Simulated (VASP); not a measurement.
Write the native input for VASP 6.6.1 that does the following.

| Property | Result |
| --- | --- |
| Task | relaxation of cell and atoms |
| Functional | PBE |
| Potentials or basis | VASP PAW PBE potentials, release 64 (Li_sv, Mo_sv) |
| Cutoff | 600 eV |
| k mesh | 11 × 11 × 6 |
| Occupations | methfessel-paxton, width 0.2 eV |
| Spin | no spin polarisation |
| Further INCAR settings | ALGO = Normal; EDIFF = 1e-06; IBRION = 2; EDIFFG = -0.01; NSW = 40; ISIF = 3 |

The structure of LiMo lies in POSCAR:

```
LiMo
1.0
    2.6734600000      0.0000000000      0.0000000000
   -1.3367300000      2.3152800000      0.0000000000
    0.0000000000      0.0000000000      5.0047100000
Li Mo
1 1
Direct
    0.0000000000      0.0000000000      0.0000000000
    0.3333300000      0.6666700000      0.5000000000
```

The cell was built by a generator and needn't be a form met in nature.

The input as run:

INCAR

```
  PREC = Accurate
  ENCUT = 600
  EDIFF = 1E-6
  ISMEAR = 1
  SIGMA = 0.2
  LREAL = False
  LASPH = True
  NELM = 100
  ALGO = Normal
  ISIF = 3
  LWAVE = False
  LCHARG = False
  GGA = PE
  IBRION = 2
  NSW = 40
  EDIFFG = -0.01
```

KPOINTS

```
regular mesh
0
Gamma
  11 11 6
```

Potentials or basis: VASP PAW PBE potentials, release 64 (Li_sv, Mo_sv).

Run with:

```bash
$ cat potpaw_PBE.64/Li_sv/POTCAR potpaw_PBE.64/Mo_sv/POTCAR > POTCAR
$ mpirun -np 1 vasp_std > vasp.out
```

It gave:

| Property | Result |
| --- | --- |
| Relaxed volume | 15.60 Å³/atom |
| Relaxed cell | a = 2.683 Å, b = 2.683 Å, c = 5.005 Å, α = 90.00°, β = 90.00°, γ = 120.00° |
| Space group after relaxing (to 0.05 Å) | P-6m2 (No. 187) |
| Energy gained by relaxing | 0.5 meV/atom |
| Ionic steps | 3 |
| Pressure after relaxing | 0.0 GPa |
| Band gap on the k mesh | none (metal or under the smearing width) |

Caveat: the cutoff is under 1.25 times the usual one of these potentials, so pressure, stress and relaxed cells hold a basis-set (Pulay) error.

Run time: 51 s on 1 thread of Intel(R) Xeon(R) Platinum 8488C (Sapphire Rapids), with other jobs on the host, peak memory 0.22 GiB.
